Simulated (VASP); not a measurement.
## La2O3 (a-type): computed properties

Calculation: PBE GGA, VASP's PBE PAW potentials (set 64) (plane waves; VASP).

| Item | Value |
|---|---|
| space group | P-3m1 (164) |
| cell | a = 3.9378 Å, b = 3.9378 Å, c = 6.1840 Å, α = 90.00°, β = 90.00°, γ = 120.00° |
| volume per atom | 16.61 Å³/atom |
| band gap (over mesh and band path) | 3.86 eV |
| smallest direct gap (over mesh and band path) | 3.97 eV |
| band-edge character without spin-orbit coupling | indirect, L to M |
| band gap with spin-orbit coupling | 3.83 eV |
| density | 6.51 g/cm³ |
| mean ε∞ (independent particles) | 4.87 |

```
La2O3
1.0
    1.96888    -3.41020     0.00000
    1.96888     3.41020     0.00000
    0.00000     0.00000     6.18397
La O
2 3
Cartesian
  1.96888   1.13674   1.52911
  1.96888  -1.13674   4.65486
  0.00000   0.00000   6.18397
  1.96888   1.13674   3.99346
  1.96888  -1.13674   2.19051
```

Measured: a 3.934 Å at 300 K (computed value off by +0.1 %), as given by Juan A. Santana et al., The Journal of Chemical Physics (2016), arXiv:1608.06321; c 6.130 Å (computed value off by +0.9 %), as given by Rustad et al., (2011), arXiv:1107.4261. The calculation is for a static lattice, while the measured a, c hold thermal and zero-point effects, which are part of the difference.

The compound is La2O3 in the a-type structure. It was relaxed first. Symmetry was kept, so distortions that lower it aren't found.
